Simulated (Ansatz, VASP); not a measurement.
# Zn3Sb4O6F6: VASP beside Ansatz, part 2 of 3

Wanted: the spread between two codes on one cell, functional and k mesh. The cell is taken from a series of runs on this material, whose earlier steps may have relaxed, scaled, displaced or heated it; both programs get it as it stands.

VASP 6.6.1 and Ansatz 0.2.0.

So far: The structure; Ansatz: dielectric response, PBE.

## Step 3: VASP: dielectric response, PBE

Level of this step: PBE; plane waves and PAW (Zn, Sb, O, F) (VASP).

The same cell, functional and mesh now go to VASP, with its own data sets.

Lines of VASP's logs that name or quote its potential files are left out, and so is its time.

INCAR

```
SYSTEM = Zn3Sb4O6F6
PREC = Accurate
ENCUT = 520
EDIFF = 1E-08
NELM = 120
ISMEAR = 0
SIGMA = 0.01
LREAL = .FALSE.
ALGO = Normal
GGA = PE
NBANDS = 86
LORBIT = 11
LWAVE = .FALSE.
LCHARG = .FALSE.
ISIF = 2
LEPSILON = .TRUE.
LASPH = .TRUE.
GGA_COMPAT = .FALSE.
EFERMI = MIDGAP
KPAR = 4
```

POSCAR

```
Zn3Sb4O6F6
1.0
   -4.0645500000      4.0645500000      4.0645500000
    4.0645500000     -4.0645500000      4.0645500000
    4.0645500000      4.0645500000     -4.0645500000
Zn Sb O F
3 4 6 6
Direct
    0.0000000000      0.5000000000      0.5000000000
    0.5000000000      0.0000000000      0.5000000000
    0.5000000000      0.5000000000      0.0000000000
    0.3263421628      0.0000000000      0.0000000000
    0.0000000000      0.0000000000      0.3263421628
    0.0000000000      0.3263421628      0.0000000000
    0.6736578372      0.6736578372      0.6736578372
    0.0000000000      0.7488176488      0.7488176488
    0.2511823512      0.0000000000      0.2511823512
    0.0000000000      0.2511823512      0.2511823512
    0.7488176488      0.0000000000      0.7488176488
    0.2511823512      0.2511823512      0.0000000000
    0.7488176488      0.7488176488      0.0000000000
    0.2500000000      0.7500000000      0.5000000000
    0.7500000000      0.2500000000      0.5000000000
    0.5000000000      0.2500000000      0.7500000000
    0.5000000000      0.7500000000      0.2500000000
    0.7500000000      0.5000000000      0.2500000000
    0.2500000000      0.5000000000      0.7500000000
```

KPOINTS

```
Automatic mesh
0
Gamma
4 4 4
0 0 0
```

The projector-augmented-wave data sets are Zn, Sb, O and F (PBE family, release 64).

On the command line:

```console
> mpirun -np 4 vasp_std
```

What it wrote:

```text
[banner, memory and clock lines left out]
running    4 mpi-ranks, on    1 nodes
 distrk:  each k-point on    1 cores,    4 groups
 distr:  one band on    1 cores,    1 groups

 POSCAR found type information on POSCAR ZnSbO F
 POSCAR found :  4 types and      19 ions
|                                                                             |
|               ----> ADVICE to this user running VASP <----                  |
|                                                                             |
|     You have a (more or less) 'large supercell' and for larger cells it     |
|     might be more efficient to use real-space projection operators.         |
|     Therefore, try LREAL= Auto in the INCAR file.                           |
|     Mind: For very accurate calculation, you might also keep the            |
|     reciprocal projection scheme (i.e. LREAL=.FALSE.).                      |
|                                                                             |

 LDA part: xc-table for (Slater+PW92), standard interpolation
 POSCAR, INCAR and KPOINTS ok, starting setup
 FFT: planning ... GRIDC
 FFT: planning ... GRID_SOFT
 FFT: planning ... GRID
 WAVECAR not read
 entering main loop
       N       E                     dE             d eps       ncg     rms          rms(c)
DAV:   1     0.167499506434E+04    0.16750E+04   -0.60607E+04  1376   0.169E+03
DAV:   2     0.164645179755E+03   -0.15103E+04   -0.14325E+04  1528   0.451E+02
DAV:   3    -0.962190263569E+02   -0.26086E+03   -0.25515E+03  1504   0.201E+02
DAV:   4    -0.110187840837E+03   -0.13969E+02   -0.13789E+02  1570   0.513E+01
DAV:   5    -0.110421957994E+03   -0.23412E+00   -0.23342E+00  1552   0.676E+00    0.284E+01
DAV:   6    -0.939261332481E+02    0.16496E+02   -0.54681E+01  1954   0.527E+01    0.149E+01
DAV:   7    -0.945006020100E+02   -0.57447E+00   -0.10093E+01  1472   0.150E+01    0.865E+00
DAV:   8    -0.944394300408E+02    0.61172E-01   -0.16190E+00  2016   0.897E+00    0.263E+00
DAV:   9    -0.943674078843E+02    0.72022E-01   -0.47622E-01  2128   0.785E+00    0.621E-01
DAV:  10    -0.943708270206E+02   -0.34191E-02   -0.79884E-02  1826   0.209E+00    0.447E-01
DAV:  11    -0.943695162737E+02    0.13107E-02   -0.11026E-02  1584   0.504E-01    0.213E-01
DAV:  12    -0.943700360024E+02   -0.51973E-03   -0.23043E-03  1764   0.223E-01    0.853E-02
DAV:  13    -0.943700434179E+02   -0.74155E-05   -0.16506E-04  1960   0.134E-01    0.633E-02
DAV:  14    -0.943700371986E+02    0.62193E-05   -0.21541E-04  1962   0.106E-01    0.207E-02
DAV:  15    -0.943700365330E+02    0.66560E-06   -0.43919E-05  1912   0.807E-02    0.890E-03
DAV:  16    -0.943700356656E+02    0.86738E-06   -0.57774E-06  1650   0.126E-02    0.395E-03
DAV:  17    -0.943700355766E+02    0.88943E-07   -0.86373E-07  1608   0.128E-02    0.175E-03
DAV:  18    -0.943700354433E+02    0.13336E-06   -0.31164E-07  1930   0.317E-03    0.977E-04
DAV:  19    -0.943700354814E+02   -0.38106E-07   -0.57058E-08  1536   0.133E-03    0.451E-04
DAV:  20    -0.943700355181E+02   -0.36765E-07   -0.47223E-09   826   0.138E-03    0.185E-04
DAV:  21    -0.943700355388E+02   -0.20676E-07   -0.11962E-08   854   0.662E-04    0.203E-04
DAV:  22    -0.943700355241E+02    0.14728E-07   -0.36902E-09   814   0.709E-04    0.101E-04
DAV:  23    -0.943700355248E+02   -0.72578E-09   -0.53735E-10   814   0.342E-04
   1 F= -.94370036E+02 E0= -.94370036E+02  d E =0.000000E+00
 Linear response reoptimize wavefunctions to high precision
DAV:   1    -0.943700355215E+02    0.33597E-08   -0.37384E-10   796   0.848E-05
DAV:   2    -0.943700355219E+02   -0.43656E-09   -0.63791E-11   796   0.421E-05
DAV:   3    -0.943700355219E+02    0.38199E-10   -0.59464E-11   796   0.132E-05
 Linear response G [H, r] |phi>, progress :
  Direction:   1
       N       E                     dE             d eps       ncg     rms
RMM:   1    -0.495308634499E+03   -0.49531E+03    0.38423E+02  3171   0.116E+02
RMM:   2    -0.447744378916E+03    0.47564E+02   -0.54058E+01  2197   0.373E+01
RMM:   3    -0.450258495235E+03   -0.25141E+01   -0.43655E+00  2353   0.648E+00
RMM:   4    -0.450291607718E+03   -0.33112E-01   -0.84421E-02  2355   0.103E+00
RMM:   5    -0.450292970278E+03   -0.13626E-02    0.77971E-03  2402   0.222E-01
RMM:   6    -0.450294200656E+03   -0.12304E-02    0.56484E-04  2442   0.471E-02
RMM:   7    -0.450294255568E+03   -0.54913E-04    0.24724E-04  2546   0.130E-02
RMM:   8    -0.450294297977E+03   -0.42408E-04   -0.13082E-04  2683   0.524E-03
RMM:   9    -0.450294283510E+03    0.14467E-04   -0.18463E-04  2758   0.359E-03
RMM:  10    -0.450294277692E+03    0.58175E-05   -0.12027E-03  2779   0.321E-03
RMM:  11    -0.450294276889E+03    0.80382E-06   -0.62592E-05  2744   0.313E-03
RMM:  12    -0.450294277943E+03   -0.10544E-05   -0.89044E-06  2706   0.313E-03
[...]
Linear response G [H, r] |phi>, progress :
  Direction:   2
       N       E                     dE             d eps       ncg     rms
RMM:   1    -0.494057046196E+03   -0.49406E+03    0.39344E+02  3207   0.117E+02
RMM:   2    -0.448159435316E+03    0.45898E+02   -0.52648E+01  2189   0.378E+01
RMM:   3    -0.450759139757E+03   -0.25997E+01   -0.43843E+00  2353   0.659E+00
RMM:   4    -0.450794216765E+03   -0.35077E-01   -0.95479E-02  2360   0.105E+00
RMM:   5    -0.450795312929E+03   -0.10962E-02    0.83170E-03  2406   0.221E-01
[...]
RMM:   1    -0.217039273227E+01   -0.21704E+01   -0.83790E+00  2724   0.474E+00
RMM:   2    -0.230238738389E+01   -0.13199E+00   -0.85415E-02  2270   0.127E+00
RMM:   3    -0.230902244651E+01   -0.66351E-02   -0.62170E-03  2364   0.202E-01
RMM:   4    -0.230919274299E+01   -0.17030E-03   -0.19602E-04  2389   0.358E-02
RMM:   5    -0.230919713232E+01   -0.43893E-05   -0.76488E-06  2397   0.731E-03
RMM:   6    -0.230919731886E+01   -0.18654E-06   -0.32317E-07  2429   0.158E-03
RMM:   7    -0.230919733162E+01   -0.12761E-07   -0.60157E-10  2437   0.381E-04
RMM:   8    -0.230919733889E+01   -0.72714E-08   -0.54494E-08  2210   0.119E-04
 change of polarisation eV/A/(eV/A) component  2 :    -0.125     4.618     0.052
 dielectric tensor                  component  2 :    -0.085     4.111     0.035
 Linear response to external field (no local field effect), progress :
  Direction:   3
       N       E                     dE             d eps       ncg     rms          rms(c)
RMM:   1    -0.220001070625E+01   -0.22000E+01   -0.86438E+00  2695   0.472E+00
RMM:   2    -0.231595998779E+01   -0.11595E+00   -0.83473E-02  2268   0.125E+00
RMM:   3    -0.232259464572E+01   -0.66347E-02   -0.64101E-03  2365   0.198E-01
RMM:   4    -0.232276080118E+01   -0.16616E-03   -0.19771E-04  2384   0.348E-02
RMM:   5    -0.232276511427E+01   -0.43131E-05   -0.83002E-06  2396   0.701E-03
RMM:   6    -0.232276526544E+01   -0.15117E-06   -0.45455E-07  2421   0.151E-03
RMM:   7    -0.232276526888E+01   -0.34456E-08   -0.33210E-08  2425   0.356E-04
 change of polarisation eV/A/(eV/A) component  3 :     0.039     0.051     4.646
 dielectric tensor                  component  3 :     0.026     0.035     4.130
 Linear response to external field, progress :
  Direction:   1
       N       E                     dE             d eps       ncg     rms          rms(c)
RMM:   1    -0.217610398599E+01   -0.21761E+01   -0.84400E+00  6067   0.473E+00
RMM:   2    -0.230209363242E+01   -0.12599E+00   -0.82595E-02  5111   0.126E+00    0.261E+00
RMM:   3    -0.212034483708E+01    0.18175E+00   -0.16341E-01  5222   0.112E+00    0.135E+00
RMM:   4    -0.213055903695E+01   -0.10214E-01   -0.61205E-02  5341   0.746E-01    0.556E-01
RMM:   5    -0.217417103728E+01   -0.43612E-01    0.39486E-03  5373   0.317E-01    0.225E-01
RMM:   6    -0.219948907948E+01   -0.25318E-01    0.54574E-04  5282   0.129E-01    0.249E-02
RMM:   7    -0.220099005113E+01   -0.15010E-02    0.37862E-04  5438   0.195E-02    0.157E-02
RMM:   8    -0.220239590000E+01   -0.14058E-02    0.17116E-04  5221   0.141E-02    0.384E-03
RMM:   9    -0.220248758647E+01   -0.91686E-04    0.11815E-04  5523   0.233E-03    0.132E-03
RMM:  10    -0.220254137868E+01   -0.53792E-04    0.24128E-05  5278   0.129E-03    0.391E-04
RMM:  11    -0.220253912406E+01    0.22546E-05   -0.35075E-06  5559   0.341E-04    0.174E-04
RMM:  12    -0.220253306110E+01    0.60630E-05    0.48503E-07  5453   0.197E-04    0.757E-05
RMM:  13    -0.220253285836E+01    0.20274E-06   -0.18133E-06  4051   0.613E-05    0.278E-05
RMM:  14    -0.220253245742E+01    0.40094E-06    0.73507E-07  3368   0.466E-05    0.496E-06
 change of polarisation eV/A/(eV/A) component  1 :     4.075    -0.069     0.005
 dielectric tensor                  component  1 :     3.745    -0.046     0.004
 Linear response to external field, progress :
  Direction:   2
       N       E                     dE             d eps       ncg     rms          rms(c)
RMM:   1    -0.217600985339E+01   -0.21760E+01   -0.84390E+00  6074   0.473E+00
RMM:   2    -0.230207691533E+01   -0.12607E+00   -0.82580E-02  5110   0.126E+00    0.261E+00
RMM:   3    -0.212197189209E+01    0.18011E+00   -0.17961E-01  5222   0.112E+00    0.135E+00
RMM:   4    -0.213169781119E+01   -0.97259E-02   -0.72550E-02  5344   0.746E-01    0.556E-01
RMM:   5    -0.217526958896E+01   -0.43572E-01   -0.70317E-03  5372   0.317E-01    0.225E-01
RMM:   6    -0.219954627727E+01   -0.24277E-01   -0.25551E-05  5275   0.129E-01    0.249E-02
RMM:   7    -0.220101361135E+01   -0.14673E-02    0.13814E-04  5437   0.195E-02    0.157E-02
RMM:   8    -0.220241025363E+01   -0.13966E-02    0.33060E-05  5225   0.141E-02    0.384E-03
RMM:   9    -0.220249277703E+01   -0.82523E-04    0.61802E-05  5517   0.234E-03    0.130E-03
RMM:  10    -0.220254341267E+01   -0.50636E-04    0.12933E-05  5279   0.132E-03    0.383E-04
RMM:  11    -0.220253422823E+01    0.91844E-05    0.72014E-06  5540   0.375E-04    0.133E-04
RMM:  12    -0.220253257498E+01    0.16533E-05    0.72542E-07  5223   0.133E-04    0.777E-05
RMM:  13    -0.220253243591E+01    0.13907E-06    0.17727E-06  3954   0.589E-05    0.290E-05
RMM:  14    -0.220253186648E+01    0.56943E-06    0.14819E-06  3402   0.468E-05    0.494E-06
 change of polarisation eV/A/(eV/A) component  2 :    -0.040     4.075     0.039
 dielectric tensor                  component  2 :    -0.027     3.745     0.026
 Linear response to external field, progress :
  Direction:   3
       N       E                     dE             d eps       ncg     rms          rms(c)
RMM:   1    -0.217647719696E+01   -0.21765E+01   -0.84437E+00  6058   0.473E+00
RMM:   2    -0.230206447453E+01   -0.12559E+00   -0.82306E-02  5106   0.126E+00    0.261E+00
RMM:   3    -0.212243907841E+01    0.17963E+00   -0.18438E-01  5211   0.112E+00    0.135E+00
RMM:   4    -0.213209308195E+01   -0.96540E-02   -0.76682E-02  5335   0.747E-01    0.556E-01
RMM:   5    -0.217566727404E+01   -0.43574E-01   -0.11090E-02  5370   0.317E-01    0.225E-01
RMM:   6    -0.219961519237E+01   -0.23948E-01   -0.73598E-04  5273   0.129E-01    0.250E-02
RMM:   7    -0.220102013690E+01   -0.14049E-02    0.57726E-05  5433   0.195E-02    0.157E-02
RMM:   8    -0.220241327343E+01   -0.13931E-02    0.30512E-06  5222   0.142E-02    0.384E-03
RMM:   9    -0.220249584665E+01   -0.82573E-04    0.26127E-05  5516   0.233E-03    0.131E-03
RMM:  10    -0.220254279659E+01   -0.46950E-04    0.11753E-05  5282   0.131E-03    0.386E-04
RMM:  11    -0.220253637659E+01    0.64200E-05   -0.63552E-07  5540   0.352E-04    0.151E-04
RMM:  12    -0.220253202066E+01    0.43559E-05    0.24799E-06  5357   0.164E-04    0.780E-05
RMM:  13    -0.220253205152E+01   -0.30853E-07    0.12824E-06  4020   0.604E-05    0.285E-05
RMM:  14    -0.220253156945E+01    0.48207E-06    0.72436E-07  3384   0.468E-05    0.493E-06
 change of polarisation eV/A/(eV/A) component  3 :     0.031    -0.032     4.075
 dielectric tensor                  component  3 :     0.021    -0.022     3.745
 Born effective charges drift removed
```

(Continued in part 3 of 3.)

[Lines on the potential files, build, host, timing and source positions are cut from VASP's logs without a mark.]

[Logs are printed without paths, hosts, clocks, repeated set-up lines and the standing remarks that a program may print on its own settings, such as how far it seeks lower states.]

[Hosts, paths, dates, database ids (printed as entryN), source tags and the programs' standing remarks are cut or masked in the printed files.]
